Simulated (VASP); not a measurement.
Output of a VASP run:

**OSZICAR**
```
       N       E                     dE             d eps       ncg     rms          rms(c)
DAV:   1     0.534087782153E+02    0.53409E+02   -0.68910E+03   744   0.111E+03
DAV:   2    -0.133328559346E+02   -0.66742E+02   -0.62434E+02   812   0.191E+02
DAV:   3    -0.148712994736E+02   -0.15384E+01   -0.15265E+01   892   0.298E+01
DAV:   4    -0.148834503516E+02   -0.12151E-01   -0.12148E-01   812   0.311E+00
DAV:   5    -0.148836438771E+02   -0.19353E-03   -0.19352E-03   884   0.413E-01    0.940E+00
DAV:   6    -0.136056627782E+02    0.12780E+01   -0.69654E+00   800   0.295E+01    0.394E+00
DAV:   7    -0.135199067785E+02    0.85756E-01   -0.31281E-01   756   0.666E+00    0.178E+00
DAV:   8    -0.134844941038E+02    0.35413E-01   -0.27868E-02   808   0.123E+00    0.423E-01
DAV:   9    -0.134827378099E+02    0.17563E-02   -0.36646E-03   832   0.709E-01    0.203E-01
DAV:  10    -0.134828003153E+02   -0.62505E-04   -0.17680E-04   764   0.123E-01    0.388E-02
DAV:  11    -0.134827925655E+02    0.77497E-05   -0.10782E-05   840   0.303E-02    0.130E-02
DAV:  12    -0.134827926029E+02   -0.37419E-07   -0.96870E-07   756   0.797E-03
   1 F= -.13482793E+02 E0= -.13482339E+02  d E =-.136112E-02
```

**OUTCAR**
```
------------------------ aborting loop because EDIFF is reached ----------------------------------------
  FORCE on cell =-STRESS in cart. coord.  units (eV):
  Direction    XX          YY          ZZ          XY          YZ          ZX
  --------------------------------------------------------------------------------------
  Total        0.0558144      0.0558144      0.0558144      0.0000000     -0.0000000      0.0000000
  in kB        1.6610329      1.6610329      1.6610329      0.0000000     -0.0000000      0.0000000
  external PRESSURE =       1.6610329 kB  Pullay stress =       0.0000000 kB
  volume of cell :       53.84
      direct lattice vectors                 reciprocal lattice vectors
     0.000000000  2.996973038  2.996973038    -0.166835001  0.166835001  0.166835001
     2.996973038  0.000000000  2.996973038     0.166835001 -0.166835001  0.166835001
     2.996973038  2.996973038  0.000000000     0.166835001  0.166835001 -0.166835001
 POSITION                                       TOTAL-FORCE (eV/Angst)
 -----------------------------------------------------------------------------------
      1.49849      1.49849      1.49849         0.000000      0.000000      0.000000
      4.49546      4.49546      4.49546        -0.000000     -0.000000     -0.000000
      0.00000      0.00000      0.00000        -0.000000      0.000000      0.000000
 -----------------------------------------------------------------------------------
    total drift:                                0.000000     -0.000000     -0.000000
  FREE ENERGIE OF THE ION-ELECTRON SYSTEM (eV)
  ---------------------------------------------------
  free  energy   TOTEN  =       -13.4827926029 eV

  energy  without entropy=      -13.4814314875  energy(sigma->0) =      -13.48233890
```
(Selected blocks of OUTCAR.)

File POSCAR:
```
AuAl2
1
    0.0000000000     2.9969730378     2.9969730378
    2.9969730378     0.0000000000     2.9969730378
    2.9969730378     2.9969730378    -0.0000000000
Al Au
2 1
Direct
  0.2500000000   0.2500000000   0.2500000000
  0.7500000000   0.7500000000   0.7500000000
  0.0000000000   1.0000000000   0.0000000000
```

Problem. Reconstruct the remaining input files.

Solution. Several could match; the one computed here: the input of the run itself, PBEsol GGA, plane waves, VASP's PBE PAW potentials (set 64).

INCAR:
```
ALGO  =  Normal
EDIFF  =  1E-7
ENCUT  =  480
GGA  =  PS
ISIF  =  2
ISMEAR  =  1
LASPH  =  T
LCHARG  =  F
LMAXMIX  =  6
LREAL  =  F
LWAVE  =  F
NELM  =  100
PREC  =  Accurate
SIGMA  =  0.1
SYSTEM  =  AuAl2
```

KPOINTS:
```
Automatic
0
G
8 8 8
```

POTCAR, in this order: Al Au (PBE.64 set). Program: vasp_std.

The compound is AuAl2 in the fluorite structure. It was relaxed first. The electron count is odd and the run is not spin-polarised, which forces a metal.
